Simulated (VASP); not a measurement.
Given:

```
CELL_PARAMETERS angstrom
      1.59754    -2.76702     0.00000
      1.59754     2.76702     0.00000
      0.00000     0.00000     5.16357
ATOMIC_POSITIONS crystal
  Zn 0.66667 0.33333 0.50177
  Zn 0.33333 0.66667 0.00177
  O  0.66667 0.33333 0.88023
  O  0.33333 0.66667 0.38023
```

Calculation: LDA (Ceperley-Alder, Perdew-Zunger), VASP's LDA PAW potentials (set 64) (plane waves; VASP 6.6.1). Settings: 520 eV cut-off, Gaussian smearing of 0.050 eV, potentials Zn O.

Task: Give the energies of bands 7 to 20 at the high-symmetry points, in eV from the valence-band maximum.

Result: 
```tsv
band	Γ	M	K	A	L	H
7	-5.79	-5.31	-4.97	-5.92	-5.43	-5.18
8	-5.79	-5.14	-4.97	-5.92	-5.43	-5.18
9	-4.70	-4.67	-4.79	-4.55	-4.47	-4.70
10	-4.70	-4.50	-4.63	-4.55	-4.47	-4.70
11	-4.46	-4.41	-4.62	-4.55	-4.38	-4.09
12	-4.46	-4.32	-4.62	-4.55	-4.38	-4.09
13	-4.16	-3.84	-3.94	-2.32	-3.92	-3.87
14	-0.85	-3.74	-3.63	-2.32	-3.92	-3.87
15	-0.85	-3.00	-3.63	-0.42	-1.61	-2.87
16	-0.10	-2.43	-2.06	-0.42	-1.61	-2.87
17	0.00	-1.39	-2.06	-0.42	-1.48	-1.36
18	0.00	-0.90	-1.86	-0.42	-1.48	-1.36
19	0.80	5.86	7.45	3.48	5.63	7.90
20	5.27	6.76	7.84	3.48	5.63	7.90
```

The gap is direct, 0.80 eV, from the valence maximum at Γ to the conduction minimum at Γ.

Measured: gap 3.60 eV (computed value off by -2.80 eV), as given by Wei Chen et al., Physical Review Materials (2018), doi:10.1103/physrevmaterials.2.073803 [zero-point renormalisation of 0.16 eV added back (the table's ZPR column)].

The compound is ZnO in the wurtzite structure. It was relaxed first.
